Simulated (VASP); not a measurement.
OSZICAR of a VASP run on PtS$_{2}$ (1T layered):

OSZICAR:
```
       N       E                     dE             d eps       ncg     rms          rms(c)
DAV:   1     0.112614781276E+03    0.11261E+03   -0.10864E+04  2900   0.131E+03
DAV:   2    -0.145964690522E+02   -0.12721E+03   -0.12435E+03  3562   0.257E+02
DAV:   3    -0.189803241277E+02   -0.43839E+01   -0.43579E+01  3618   0.510E+01
DAV:   4    -0.190161937937E+02   -0.35870E-01   -0.35862E-01  3674   0.522E+00
DAV:   5    -0.190166490095E+02   -0.45522E-03   -0.45520E-03  3695   0.548E-01    0.239E+01
DAV:   6    -0.180587575678E+02    0.95789E+00   -0.67146E+00  3002   0.258E+01    0.146E+01
DAV:   7    -0.178886115818E+02    0.17015E+00   -0.11823E+00  2890   0.119E+01    0.680E+00
DAV:   8    -0.178470046640E+02    0.41607E-01   -0.64751E-02  3457   0.249E+00    0.123E+00
DAV:   9    -0.178440490015E+02    0.29557E-02   -0.10076E-02  3506   0.101E+00    0.175E-01
DAV:  10    -0.178440763370E+02   -0.27335E-04   -0.82387E-04  3478   0.270E-01    0.111E-01
DAV:  11    -0.178440946887E+02   -0.18352E-04   -0.10007E-04  3562   0.105E-01    0.385E-02
DAV:  12    -0.178440808637E+02    0.13825E-04   -0.69678E-05  3205   0.906E-02    0.897E-03
DAV:  13    -0.178440804190E+02    0.44464E-06   -0.37330E-06  3188   0.172E-02
   1 F= -.99343233E+01 E0= -.99341280E+01  d E =-.993432E+01
       N       E                     dE             d eps       ncg     rms          rms(c)
DAV:   1    -0.185844534339E+02   -0.74037E+00   -0.44789E+01  2988   0.640E+01    0.153E+01
DAV:   2    -0.168415370030E+02    0.17429E+01   -0.60670E+00  3191   0.258E+01    0.604E+00
DAV:   3    -0.166215134176E+02    0.22002E+00   -0.38894E-01  3163   0.581E+00    0.222E+00
DAV:   4    -0.165726873642E+02    0.48826E-01   -0.22141E-01  3352   0.350E+00    0.122E+00
DAV:   5    -0.165731460761E+02   -0.45871E-03   -0.41835E-03  3562   0.535E-01    0.745E-01
DAV:   6    -0.165732314285E+02   -0.85352E-04   -0.28416E-03  3380   0.306E-01    0.774E-02
DAV:   7    -0.165732062046E+02    0.25224E-04   -0.18692E-04  3597   0.135E-01    0.439E-02
DAV:   8    -0.165732071348E+02   -0.93017E-06   -0.95210E-06  3492   0.264E-02
   2 F= -.96187113E+01 E0= -.96186092E+01  d E =0.315612E+00
       N       E                     dE             d eps       ncg     rms          rms(c)
DAV:   1    -0.187273269020E+02   -0.21541E+01   -0.24015E+01  2995   0.456E+01    0.805E+00
DAV:   2    -0.177916711245E+02    0.93566E+00   -0.37961E+00  3065   0.226E+01    0.632E+00
DAV:   3    -0.176650082980E+02    0.12666E+00   -0.24832E-01  3254   0.496E+00    0.321E+00
DAV:   4    -0.176275900332E+02    0.37418E-01   -0.20030E-01  3016   0.287E+00    0.884E-01
DAV:   5    -0.176273238501E+02    0.26618E-03   -0.61788E-03  3429   0.691E-01    0.578E-01
DAV:   6    -0.176273231963E+02    0.65380E-06   -0.20479E-03  3443   0.416E-01    0.868E-02
DAV:   7    -0.176273297097E+02   -0.65133E-05   -0.10692E-04  3702   0.111E-01    0.312E-02
DAV:   8    -0.176273259931E+02    0.37166E-05   -0.80493E-06  3464   0.251E-02    0.102E-02
DAV:   9    -0.176273257369E+02    0.25615E-06   -0.13458E-06  1872   0.917E-03
   3 F= -.99805073E+01 E0= -.99801936E+01  d E =-.461840E-01
       N       E                     dE             d eps       ncg     rms          rms(c)
DAV:   1    -0.176191263042E+02    0.81997E-02   -0.33275E-03  3009   0.540E-01    0.102E-01
DAV:   2    -0.176189955312E+02    0.13077E-03   -0.55833E-04  3093   0.261E-01    0.636E-02
DAV:   3    -0.176189746667E+02    0.20865E-04   -0.42419E-05  3107   0.687E-02    0.267E-02
DAV:   4    -0.176189697352E+02    0.49316E-05   -0.27543E-05  3170   0.347E-02    0.964E-03
DAV:   5    -0.176189696910E+02    0.44122E-07   -0.72460E-07  1704   0.819E-03
   4 F= -.99805655E+01 E0= -.99802506E+01  d E =-.462422E-01
       N       E                     dE             d eps       ncg     rms          rms(c)
DAV:   1    -0.175767695232E+02    0.42200E-01   -0.15612E+00  2862   0.881E+00    0.106E+00
DAV:   2    -0.175711651522E+02    0.56044E-02   -0.97732E-02  3576   0.296E+00    0.518E-01
DAV:   3    -0.175695877490E+02    0.15774E-02   -0.39561E-03  3583   0.605E-01    0.177E-01
DAV:   4    -0.175691561415E+02    0.43161E-03   -0.24848E-03  3156   0.347E-01    0.887E-02
DAV:   5    -0.175691669304E+02   -0.10789E-04   -0.93457E-05  3639   0.741E-02    0.586E-02
DAV:   6    -0.175691708131E+02   -0.38827E-05   -0.14682E-05  3424   0.283E-02    0.228E-02
DAV:   7    -0.175691720173E+02   -0.12041E-05   -0.47168E-06  3275   0.175E-02    0.581E-03
DAV:   8    -0.175691719100E+02    0.10730E-06   -0.26977E-07  1669   0.491E-03
   5 F= -.99965221E+01 E0= -.99963090E+01  d E =-.159567E-01
       N       E                     dE             d eps       ncg     rms          rms(c)
DAV:   1    -0.175418944080E+02    0.27278E-01   -0.33627E-01  2862   0.411E+00    0.498E-01
DAV:   2    -0.175407835766E+02    0.11108E-02   -0.20900E-02  3702   0.136E+00    0.256E-01
DAV:   3    -0.175404449640E+02    0.33861E-03   -0.80433E-04  3513   0.271E-01    0.942E-02
DAV:   4    -0.175403490794E+02    0.95885E-04   -0.56207E-04  3170   0.165E-01    0.416E-02
DAV:   5    -0.175403509858E+02   -0.19064E-05   -0.20377E-05  3681   0.351E-02    0.268E-02
DAV:   6    -0.175403515943E+02   -0.60855E-06   -0.32179E-06  2794   0.135E-02
   6 F= -.99983430E+01 E0= -.99981968E+01  d E =-.177776E-01
       N       E                     dE             d eps       ncg     rms          rms(c)
DAV:   1    -0.175422871252E+02   -0.19361E-02   -0.13472E-03  2876   0.262E-01    0.321E-02
DAV:   2    -0.175422827256E+02    0.43996E-05   -0.83240E-05  3695   0.864E-02    0.160E-02
DAV:   3    -0.175422813766E+02    0.13489E-05   -0.31174E-06  2961   0.174E-02    0.678E-03
DAV:   4    -0.175422809800E+02    0.39660E-06   -0.23180E-06  1795   0.110E-02
   7 F= -.99983438E+01 E0= -.99981923E+01  d E =-.177783E-01
       N       E                     dE             d eps       ncg     rms          rms(c)
DAV:   1    -0.175524742298E+02   -0.10193E-01   -0.18538E-02  2869   0.108E+00    0.137E-01
DAV:   2    -0.175520914560E+02    0.38277E-03   -0.21627E-03  3359   0.468E-01    0.102E-01
DAV:   3    -0.175520311260E+02    0.60330E-04   -0.20937E-04  3317   0.146E-01    0.412E-02
DAV:   4    -0.175520123714E+02    0.18755E-04   -0.63971E-05  3401   0.547E-02    0.158E-02
DAV:   5    -0.175520116620E+02    0.70936E-06   -0.29090E-06  2861   0.165E-02
   8 F= -.99984828E+01 E0= -.99983460E+01  d E =-.138990E-03
       N       E                     dE             d eps       ncg     rms          rms(c)
DAV:   1    -0.175522966829E+02   -0.28431E-03   -0.18234E-05  2974   0.348E-02    0.435E-03
DAV:   2    -0.175522962868E+02    0.39611E-06   -0.18528E-06  2055   0.140E-02
   9 F= -.99984830E+01 E0= -.99983466E+01  d E =-.139261E-03
       N       E                     dE             d eps       ncg     rms          rms(c)
DAV:   1    -0.175484230040E+02    0.38737E-02   -0.47811E-03  3037   0.534E-01    0.744E-02
DAV:   2    -0.175483680657E+02    0.54938E-04   -0.15623E-04  3632   0.104E-01    0.324E-02
DAV:   3    -0.175483555359E+02    0.12530E-04   -0.32349E-05  3317   0.403E-02    0.998E-03
DAV:   4    -0.175483546280E+02    0.90789E-06   -0.35787E-06  2962   0.180E-02
  10 F= -.99985657E+01 E0= -.99984389E+01  d E =-.826495E-04
```

### Question
Which electronic solver shows in the log?

### Answer
It is blocked Davidson (ALGO = Normal, or the opening steps of other solvers). The INCAR had ALGO = Normal.

### Question
Can the final energy be trusted as converged?

### Answer
The run converged. It stopped with EDIFF = 1E-6, NELM = 100, NSW = 40 and EDIFFG = -0.02 after 10 ionic steps (LDA (Ceperley-Alder, Perdew-Zunger), plane waves, VASP's LDA PAW potentials (set 64)). Energy and stress use the plane-wave basis of the starting cell.

The compound is PtS2 in the 1T layered structure. This run relaxes it under an external pressure of 30 GPa. Symmetry was kept, so distortions that lower it aren't found.
